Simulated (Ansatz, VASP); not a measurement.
## Cross-check of KSrCl3 between VASP and Ansatz

Wanted: the spread between two codes on one cell, functional and k mesh. The cell is generated by rule, not measured, and may not be a known phase. The cell is taken from a series of runs on this material, whose earlier steps may have relaxed, scaled, displaced or heated it; both programs get it as it stands.

Program: Ansatz 0.2.0. Level of theory: plane waves, with VASP 6.6.1 beside it; zone-centre phonons at PBEsol. Results are calculated unless marked as measured.

The structure was built from a prototype and need not be the compound's stable phase.

## (1) The structure

Symmetry: Pm-3m, No. 221, cubic system. Conventional cell: a = 5.585 Å, b = 5.585 Å, c = 5.585 Å, α = 90.00°, β = 90.00°, γ = 90.00°. Nearest to K lie 12 Cl at 3.95 Å. Nearest to Sr lie 6 Cl at 2.79 Å. Cl has 2 Sr at 2.79 Å and 4 K at 3.95 Å nearest. Farther neighbours and most contacts between anions are not listed.

## (2) Ansatz: zone-centre phonons, PBEsol

Ansatz runs on its PAW soft_1 files.

Second derivatives magnify differences that forces hide, and they need a tight electronic threshold.

The input, input.yaml:

```yaml
crystal:
  lattice:
    - [5.5845481721, 0.0, 0.0]
    - [0.0, 5.5845481721, 0.0]
    - [0.0, 0.0, 5.5845481721]
  atoms:
    - { symbol: K, position: [0.0, 0.0, 0.0] }
    - { symbol: Sr, position: [0.5, 0.5, 0.5] }
    - { symbol: Cl, position: [0.5, 0.5, 0.0] }
    - { symbol: Cl, position: [0.5, 0.0, 0.5] }
    - { symbol: Cl, position: [0.0, 0.5, 0.5] }
kpoints:
  mp_grid: { grid: [4, 4, 4] }
hamiltonian:
  xc: pbesol
  pseudopotentials: { kind: paw, azcp: { folder: soft_1 }, xc_functional: pbe }
scf:
  occupations: { method: fixed }
output:
  eigenvalues: true
phonons:
  method: dfpt
  qmesh: [2, 2, 2]
  temperatures: { t_max: 1000, t_step: 50 }
  qpath:
    path:
      - [[0.0, 0.0, 0.0], [0.0, 0.5, 0.0], [0.5, 0.5, 0.0], [0.0, 0.0, 0.0], [0.5, 0.5, 0.5], [0.0, 0.5, 0.0]]
      - [[0.5, 0.5, 0.5], [0.5, 0.5, 0.0]]
    npoints: 10
  non_analytic_term:
    high_frequency_dielectric_tensor: [[2.4577, 0.0, 0.0], [0.0, 2.4577, 0.0], [0.0, 0.0, 2.4577]]
    born_effective_charges:
      - { species: K, tensor: [[1.2709, 0.0, 0.0], [0.0, 1.2709, 0.0], [0.0, 0.0, 1.2709]] }
      - { species: Sr, tensor: [[2.3821, 0.0, 0.0], [0.0, 2.3821, 0.0], [0.0, 0.0, 2.3821]] }
      - { species: Cl, tensor: [[-0.8663, 0.0, 0.0], [0.0, -0.8663, 0.0], [0.0, 0.0, -1.9205]] }
      - { species: Cl, tensor: [[-0.8663, 0.0, 0.0], [0.0, -1.9205, 0.0], [0.0, 0.0, -0.8663]] }
      - { species: Cl, tensor: [[-1.9205, 0.0, 0.0], [0.0, -0.8663, 0.0], [0.0, 0.0, -0.8663]] }
    source: "zone-centre run at this cell"
```

Launch:

```sh
$ ansatz run input.yaml --threads 4 --pin off --max-ram 16384MiB --backend cpu --events-out ev --progress --plain --runs-dir out
```

Numbers of over 12 decimals in the logs are rounded to 6 here.

The program printed:

```text
Engine: ansatz 0.2.0, aarch64-unknown-linux-gnu
Pseudopotentials: kind: paw
Pseudopotential: K, paw, valence charge 9, recommended cutoff 420 eV (normal), soft_1/K.paw.azcp
Pseudopotential: Sr, paw, valence charge 10, recommended cutoff 420 eV (normal), soft_1/Sr.paw.azcp
Pseudopotential: Cl, paw, valence charge 7, recommended cutoff 420 eV (normal), soft_1/Cl.paw.azcp
Functional definition: PBEsol
  exchange = pbesol_x
  correlation = pbesol_c
Crystal: 5 atoms, lattice volume = 174.166 Å³
Basis set: ecut = 420 eV, 3407 PW (Γ), exchange–correlation on 80×80×80 points (8 copies of the dense FFT grid, shifted against one another)
Bands: 25, of which v1, the nominal top of the filled ones, is band 20 counted from 1 (19 counted from 0)
Symmetry: 48 space group operations
k-points: 10 of 64
Non-local potential: K, projectors of the file, l = 0: 3, l = 1: 2, l = 2: 2
Non-local potential: Sr, projectors of the file, l = 0: 3, l = 1: 2, l = 2: 2
Non-local potential: Cl, projectors of the file, l = 0: 2, l = 1: 2, l = 2: 1
PAW form: soft (Blöchl's): semilocal exchange-correlation on the pseudo side does not see the compensation charge
PAW frozen core: K, regenerated for the run's functional, and the local potential with it (the file was generated under x = pbe(κ = 0.804, μ = 0.219515), c = pbe(β = 0.066725))
PAW frozen core: Sr, regenerated for the run's functional, and the local potential with it (the file was generated under x = pbe(κ = 0.804, μ = 0.219515), c = pbe(β = 0.066725))
PAW frozen core: Cl, regenerated for the run's functional, and the local potential with it (the file was generated under x = pbe(κ = 0.804, μ = 0.219515), c = pbe(β = 0.066725))
PAW one-centre angular grid: K, 110 points (default); XC on 64 Gauss nodes
PAW one-centre angular grid: Sr, 110 points (default); XC on 64 Gauss nodes
PAW one-centre angular grid: Cl, 110 points (default); XC on 64 Gauss nodes
Initial density: superposition of atomic densities (chi_scale 0.1, normalization cell, long waves kept (reshape's long-wave potential 0.01 eV rms))
Initial wavefunctions: pseudopotential atomic-orbital guess
Functional: x = pbesol(κ = 0.804, μ = 0.123457), c = pbesol(β = 0.046)
SCF iter   1: F=—  HF=-8203.793689 eV  |F-HF|=—  |Δ(HF+E_count)|=         —  Δρ=4.10e-2  dr2=5.37e0  ethr=3.10e-3  ⟨swp⟩=7.4  Hψ=1366  notcnv=0  defer=24
preconditioner: auto → Resta (q_TF=auto, 2.135 Å⁻¹)  ε∞=2.8  [insulator: Δε(μ)=3.355 eV  Ē_g=11.464 eV  n_scr=26 (ndim 8)  ℏωp=15.4 eV  f_vac=0.002  ε∞_Penn≈2.8]
SCF iter   2: F=—  HF=-8201.879643 eV  |F-HF|=—  |Δ(HF+E_count)|=    1.91e0  Δρ=1.37e-2  dr2=7.73e-1  ethr=3.10e-3  ⟨swp⟩=4.4  Hψ=708  notcnv=0  defer=24
SCF iter   3: F=—  HF=-8201.580886 eV  |F-HF|=—  |Δ(HF+E_count)|=   2.99e-1  Δρ=5.26e-3  dr2=8.13e-2  ethr=1.93e-3  ⟨swp⟩=3.8  Hψ=553  notcnv=0  defer=25
SCF iter   4: F=—  HF=-8201.579660 eV  |F-HF|=—  |Δ(HF+E_count)|=   1.23e-3  Δρ=1.27e-3  dr2=4.50e-3  ethr=2.03e-4  ⟨swp⟩=4.6  Hψ=585  notcnv=0  defer=24
SCF iter   5: F=—  HF=-8201.582639 eV  |F-HF|=—  |Δ(HF+E_count)|=   2.98e-3  Δρ=3.27e-4  dr2=2.46e-4  ethr=1.13e-5  ⟨swp⟩=3.8  Hψ=481  notcnv=0  defer=25
SCF iter   6: F=—  HF=-8201.583191 eV  |F-HF|=—  |Δ(HF+E_count)|=   5.52e-4  Δρ=5.82e-5  dr2=1.09e-5  ethr=6.16e-7  ⟨swp⟩=2.3  Hψ=417  notcnv=0  defer=24
SCF iter   7: F=—  HF=-8201.583225 eV  |F-HF|=—  |Δ(HF+E_count)|=   3.43e-5  Δρ=1.65e-5  dr2=1.42e-6  ethr=2.73e-8  ⟨swp⟩=2.1  Hψ=391  notcnv=0  defer=24
SCF iter   8: F=—  HF=-8201.583228 eV  |F-HF|=—  |Δ(HF+E_count)|=   2.57e-6  Δρ=3.23e-6  dr2=2.14e-8  ethr=3.54e-9  ⟨swp⟩=2.0  Hψ=389  notcnv=0  defer=21
SCF iter   9: F=—  HF=-8201.583228 eV  |F-HF|=—  |Δ(HF+E_count)|=   3.93e-8  Δρ=6.41e-7  dr2=4.09e-10  ethr=5.36e-11  ⟨swp⟩=2.0  Hψ=432  notcnv=0  defer=21
SCF iter  10: F=—  HF=-8201.583228 eV  |F-HF|=—  |Δ(HF+E_count)|=  9.82e-10  Δρ=1.06e-7  dr2=1.28e-11  ethr=1.02e-12  ⟨swp⟩=2.3  Hψ=444  notcnv=0  defer=21
SCF iter  11: F=-8201.583228 eV  HF=-8201.583228 eV  |F-HF|=0.00e0  |Δ(HF+E_count)|=  1.64e-11  Δρ=2.86e-8  dr2=1.38e-12  ethr=1.00e-12  ⟨swp⟩=18.7  Hψ=2222  notcnv=0
SCF 1 converged in 11 iterations: F = -8201.583228 eV  dr2 = 1.38e-12
  greatest PAW one-centre occupation: 0.987 electrons in one spin orbital (limit 2), on the Sr atom at site 1 (counted from 0), in its partial waves of l = 0
NSCF: frozen V_eff on 10 k-points
NSCF: frozen V_eff on 27 k-points
DFPT response loops at q = (0, 0, 0) (fractional): preconditioner auto → none (the input reference at scf.mixing.eps_inf says where Resta's filter doesn't serve); β = 0.50; Broyden in place of MSR1
NSCF: frozen V_eff on 54 k-points
DFPT response loops at q = (0, 0, -0.5) (fractional): preconditioner auto → Resta (q_TF=auto, 2.135 Å⁻¹)  ε∞=3.7 (no band partly filled); β = 1.00, the filter's whole step (`scf.mixing.beta` (0.50) is not read by the response loops at its default; to damp them type it under 1.00, their step now; it binds the ground state too); Broyden in place of MSR1
NSCF: frozen V_eff on 54 k-points
DFPT response loops at q = (0, -0.5, -0.5) (fractional): mixed as the last ones told, above
NSCF: frozen V_eff on 54 k-points
DFPT response loops at q = (-0.5, -0.5, -0.5) (fractional): preconditioner auto → none (the input reference at scf.mixing.eps_inf says where Resta's filter doesn't serve); β = 0.50; Broyden in place of MSR1
SCF converged after 11 iterations
Free energy (F): -8201.583228 eV
Harris-Foulkes:  -8201.583228 eV  (|F-HF|=0.00e0)
Internal energy: -8201.583228 eV  (E = F + TS)
E sigma→0 (E₀):  -8201.583228 eV
Fermi energy:    0.787137 eV
--- Per-component energies (eV) ---
  E_band       = -334.480874
  E_kinetic    = 946.454290
  E_local      = -2315.873889  (includes V_loc(G=0)·N_el)
  E_nonlocal   = 342.979612
  E_hartree    = 721.834073
  E_xc         = -627.667865
  E_vxc        = -668.830890  (∫ρ·V_xc dr)
  E_paw        = -5327.253206  (= ΣΔE_a)
  E_vpaw       = -82.878419  (= ΣTr[D̂ρ^β])
  E_aug_tail   = 0.000304  (compensation charges beyond the density's cutoff)
  E_ewald      = -1942.534077
  E_core_change = 0.477530  (= ΣΔE_core)
  E_smearing   = -0.000000  (= −TS)
  E_closure    = -0.000000  (closes the sum)
  Σ components = -8201.583228   (vs F -8201.583228, Δ=0.00e0)
--- Band table (eV; the first three rows and the last of 10) ---
  k-point 0: bands = [... 16 lower, 0.3464, 0.5739, 0.5739, 0.5739, 5.2478, 6.7541, 6.7541, 6.7541, ... 1 higher]
  k-point 1: bands = [... 16 lower, 0.2406, 0.2926, 0.5271, 0.5271, 5.8089, 6.8608, 7.2702, 7.2702, ... 1 higher]
  k-point 2: bands = [... 16 lower, 0.0628, 0.2406, 0.5032, 0.5032, 6.9004, 6.9875, 7.1338, 7.9916, ... 1 higher]
  k-point 9: bands = [... 16 lower, -0.5877, 0.7871, 0.7871, 0.7871, 6.8588, 8.0472, 8.0472, 8.0472, ... 1 higher]
--- Phonons (Γ-DFPT): 4 representative perturbations + reference (Σ response iterations 12) ---
  ASR residual: 1.259e-4 → 0.000e0 eV/Å²; symmetrization residual: 5.217e-6 eV/Å²
  ASR residual per site (eV/Å²): 2.34e-5 1.26e-4 2.29e-5 2.29e-5 2.29e-5
  Γ frequencies (cm⁻¹): -65.77 -65.77 -65.77 -33.53 -33.53 -33.53 0.00 0.00 0.00 76.00 76.00 76.00 250.15 250.15 250.15
--- Phonons (arbitrary-q DFPT): 4 irreducible q on the 2×2×2 mesh ---
  q = [0.0000, 0.0000, 0.0000] (star 1, of the zone-centre solve; hermiticity 1.66e-6, symmetrization 4.99e-13): -65.77 -65.77 -65.77 -33.53 -33.53 -33.53 -0.00 -0.00 -0.00 76.00 76.00 76.00 250.15 250.15 250.15
  q = [0.0000, 0.0000, -0.5000] (star 3, 9 solved perturbations in 216 linear systems a pass and spin channel, the states on 27 of 64 k-point pairs; hermiticity 9.23e-7, symmetrization 2.88e-13): -58.99 -58.99 -31.99 -31.99 -21.46 47.23 47.23 56.59 61.09 61.09 67.34 165.97 249.88 249.88 259.38
  q = [0.0000, -0.5000, -0.5000] (star 3, 9 solved perturbations in 216 linear systems a pass and spin channel, the states on 27 of 64 k-point pairs; hermiticity 1.14e-6, symmetrization 8.30e-14): -66.42 -64.52 -64.52 -42.68 24.33 24.33 55.80 67.82 67.82 86.41 163.17 163.17 229.46 249.64 266.00
  q = [-0.5000, -0.5000, -0.5000] (star 1, 4 solved perturbations in 81 linear systems a pass and spin channel, the states on 27 of 64 k-point pairs; hermiticity 1.12e-6, symmetrization 2.63e-13): -66.73 -66.73 -66.73 -62.72 -62.72 -62.72 94.29 94.29 94.29 158.15 158.15 158.15 229.19 229.19 271.81
  sum rule: each row above includes the acoustic sum rule's correction from the zone centre's row sums; it moved no ω² by more than (0.63 cm⁻¹)²
  mesh force constants: q→R imaginary residual 4.26e-18; ASR residual 1.259e-4 → 0.000e0 eV/Å²; symmetrization residual 4.441e-15 eV/Å²
  interpolated dispersion: 63 rows × 15 modes
  density of states and harmonic sums: on the 12×12×12 q-mesh, interpolated from the force constants of a 2×2×2 supercell (with the dipole–dipole term of supplied tensors)
  largest difference from the sums on the solved wave vectors: F 5.40e-2 eV, S 6.03e-5 and C_V 1.95e-5 eV/K
  zero-point energy: 0.082370 eV/cell   skipped modes (ω ≤ 0): 447, of them read as no rigid motion or as one in doubt: 444 (5.322e0 modes/cell left out, lowest -67.19 cm⁻¹)   left out of the sums: 3.55e-1 of the cell's modes: C_V's classical limit lies that fraction below 3 k_B per atom; for a crystal, a wire or a layer, F and S can be off by more, and a phonons.interpolated_qmesh denser along its periods is the remedy for the sampling
```

(Continued in part 2 of 3.)

[Lines on the potential files, build, host, timing and source positions are cut from VASP's logs without a mark.]

[Logs are printed without paths, hosts, clocks, repeated set-up lines and the standing remarks that a program may print on its own settings, such as how far it seeks lower states.]

[Hosts, paths, dates, database ids (printed as entryN), source tags and the programs' standing remarks are cut or masked in the printed files.]
